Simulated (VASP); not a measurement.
# C₂H₂S: harmonic vibrations of a molecule, by dispersion

C₂H₂S, molecule in box, 5 atoms in the cell.

| Dispersion | Zero-point energy (eV) | Vibrational entropy at 298 K (meV/K) | Displaced cells | Ionic steps, all stages | Electronic steps, all stages |
|---|---|---|---|---|---|
| none | 0.715 | 0.176 | 30 | 86 | 1141 |
| D3(BJ) | 0.715 | 0.176 | 30 | 79 | 1107 |

## Input of the first row

INCAR.step1:
```
ALGO     = Normal         # electronic algorithm
EDIFF    = 1E-8           # SCF threshold, eV
EDIFFG   = -0.002         # ionic threshold
ENCUT    = 400            # plane-wave cutoff, eV
IBRION   = 2              # ionic algorithm
ISIF     = 2              # what is computed and relaxed
ISMEAR   = 0              # smearing method
ISYM     = 0            
LASPH    = True           # aspherical terms in the spheres
LCHARG   = False          # write CHGCAR
LREAL    = False          # projectors in reciprocal space
LWAVE    = False          # write WAVECAR
NELM     = 100            # most SCF steps
NSW      = 60             # ionic steps
POTIM    = 0.5            # step
PREC     = Accurate       # precision mode
SIGMA    = 0.01           # smearing width, eV
```

INCAR.step2, as INCAR.step1 but for:
```
- EDIFFG = -0.002
- IBRION = 2
- ISIF = 2
- NSW = 60
- POTIM = 0.5
+ IBRION = 5
+ NFREE = 2
+ NSW = 1
+ POTIM = 0.015
```

KPOINTS:
```
k-points
0
Gamma
  1 1 1
```

POSCAR.step1:
```
H2C2S
1.0
   14.0000000000      0.0000000000      0.0000000000
    0.0000000000     11.0000000000      0.0000000000
    0.0000000000      0.0000000000     10.0000000000
C S H
2 1 2
Direct
    0.4309035700      0.4394681800      0.5059700000
    0.5164392900      0.4502227300      0.5083900000
    0.6363107100      0.4525954500      0.5141200000
    0.3551892900      0.4311590900      0.5036000000
    0.6466678600      0.5726590900      0.4926800000
```

Commands (each step's output is kept before the next begins):
```
cat potpaw_PBE.64/C/POTCAR potpaw_PBE.64/S/POTCAR potpaw_PBE.64/H/POTCAR > POTCAR
cp INCAR.step1 INCAR
cp POSCAR.step1 POSCAR
mpirun -np 4 vasp_gam > vasp.out
cp CONTCAR POSCAR
cp INCAR.step2 INCAR
mpirun -np 4 vasp_gam > vasp.out
```

Changes of the last row against the first:
```
(all steps)
+ GGA = PE
+ IVDW = 12
```

VASP 6.6.1 took 1371 s on 4 cores (Intel Xeon Platinum 8259CL @ 2.50GHz (Skylake/Cascade Lake)), a shared host.
